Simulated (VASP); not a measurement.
Calculation: PBE GGA, VASP's PBE PAW potentials (set 64) (plane waves; VASP 6.6.1).

VASP input:

KPOINTS:
```
Automatic mesh
0
Monkhorst-Pack
5 5 5
0 0 0
```

**INCAR**
```
SYSTEM = HfC
PREC = Accurate
ENCUT = 520
EDIFF = 1E-6
NELM = 100
ALGO = Normal
LREAL = .FALSE.
LASPH = .TRUE.
ISMEAR = 1
SIGMA = 0.1
GGA = PE
LMAXMIX = 6
LWAVE = .FALSE.
LCHARG = .FALSE.
ISIF = 2
```

**POSCAR**
```
HfC
1
    0.0000000000     2.2982790000     2.3039220000
    2.3711040000     0.0000000000     2.3039220000
    2.3711040000     2.2982790000     0.0000000000
Hf C
1 1
Direct
  0.0000000000   0.0000000000   0.0000000000
  0.4828580000   0.5171420000   0.5171420000
```

POTCAR, in this order: Hf_pv C (PBE.64 set). Program: vasp_std.

Gaps are read on the run's mesh, which can miss a band edge. Unless said otherwise, spin-orbit coupling is left out, though it shifts the bands of the heavy elements here.

Estimate the energy per atom (σ→0), largest force, band gap (on the k-mesh).

```yaml
energy per atom (σ→0): -10.486 eV/atom
band gap (on the k-mesh): none (metal, semimetal or under 0.01 eV)
largest_force: 0.280 eV/Å
```

File OSZICAR:
```
...
DAV:   6    -0.210511076984E+02    0.31395E+01   -0.20400E+01   680   0.234E+01    0.412E+01
DAV:   7    -0.209855981759E+02    0.65510E-01   -0.67463E-01   696   0.615E+00    0.251E+01
DAV:   8    -0.209767831639E+02    0.88150E-02   -0.57855E-02   675   0.249E+00    0.619E+00
DAV:   9    -0.209719968440E+02    0.47863E-02   -0.20821E-02   651   0.989E-01    0.171E+00
DAV:  10    -0.209716864394E+02    0.31040E-03   -0.74688E-04   759   0.214E-01    0.923E-01
DAV:  11    -0.209716643398E+02    0.22100E-04   -0.32810E-04   642   0.145E-01    0.257E-02
DAV:  12    -0.209716635992E+02    0.74064E-06   -0.90266E-06   700   0.286E-02
   1 F= -.20971664E+02 E0= -.20971167E+02  d E =-.148943E-02
```

The compound is HfC in the rock salt structure. The cell was not relaxed at this level, atoms are displaced from their ideal sites. The k-mesh is coarse (spacing up to 0.47 per Å, 2π included), so the numbers may not be converged in it. The run is one of a series of settings (KPOINTS 5×5×5 Monkhorst-Pack mesh against the base run), some of them coarse on purpose.
